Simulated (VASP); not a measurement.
Given:

```
AuZn
1.0
    3.06901     0.00000     0.00000
    0.00000     3.06901     0.00000
    0.00000     0.00000     3.06901
Zn Au
1 1
Direct
  0.50000   0.50000   0.50000
  0.00000   0.00000   0.00000
```

Computed with LDA (Ceperley-Alder, Perdew-Zunger), VASP's LDA PAW potentials (set 64) (plane waves; VASP). Numerical set-up: 500 eV cut-off, 12×12×12 Γ-centred mesh, first-order Methfessel-Paxton smearing of 0.10 eV, potentials Zn Au.

Unless said otherwise, spin-orbit coupling is left out, though it shifts the bands of the heavy elements here.

Q: Predict the energy per atom (σ→0), pressure, band gap (on the k-mesh) with the smallest direct gap where there is one.

A: 
| Property | Result |
|---|---|
| band gap (on the k-mesh) | none (metal, semimetal or under 0.01 eV) |
| energy per atom (σ→0) | -3.373 eV/atom |
| pressure | 51.9 kbar |

The absolute energy has meaning only against runs of the same code, potentials and settings.

The compound is AuZn in the CsCl type structure. It was relaxed first under an external pressure of 5 GPa. The electron count is odd and the run is not spin-polarised, which forces a metal.
